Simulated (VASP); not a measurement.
```
CELL_PARAMETERS angstrom
      1.56509    -2.71082     0.00000
      1.56509     2.71082     0.00000
      0.00000     0.00000     5.01173
ATOMIC_POSITIONS crystal
  Al 0.66667 0.33333 0.50005
  Al 0.33333 0.66667 0.00005
  N  0.66667 0.33333 0.88195
  N  0.33333 0.66667 0.38195
```

Computed with PBE GGA, VASP's PBE PAW potentials (set 64) (plane waves; VASP). Run with 520 eV cut-off, 8×8×5 Γ-centred mesh, Gaussian smearing of 0.010 eV, potentials Al N.

Q: Give the electronic dielectric tensor ε∞ (DFPT, local fields included).

A: 
```
4.48  0.00  0.00
0.00  4.48  0.00
0.00  0.00  4.69
```

Q: Give the Born effective charges.

A: 
```csv
atom,Z*xx,Z*yy,Z*zz,mean
Al1,2.52,2.52,2.68,2.57
Al2,2.52,2.52,2.68,2.57
N3,-2.52,-2.52,-2.68,-2.57
N4,-2.52,-2.52,-2.68,-2.57
```

Q: And the static tensor with the ions free?

A: 
```
8.23  0.00  0.00
0.00  8.23  0.00
0.00  0.00  9.79
```

Q: Which frequencies do the optical Γ-point modes have (no LO-TO splitting)?

A: 237 (×2), 535, 594, 638 (×2), 650 (×2), 707 cm⁻¹.

The piezoelectric tensor e of the same run, ions relaxed (C/m²):

```tsv
	xx	yy	zz	yz	xz	xy
x	0.00	0.00	0.00	0.00	-0.29	0.00
y	0.00	0.00	0.00	-0.28	0.00	0.00
z	-0.59	-0.59	1.48	0.00	0.00	0.00
```

The compound is AlN in the wurtzite structure. It was relaxed first.
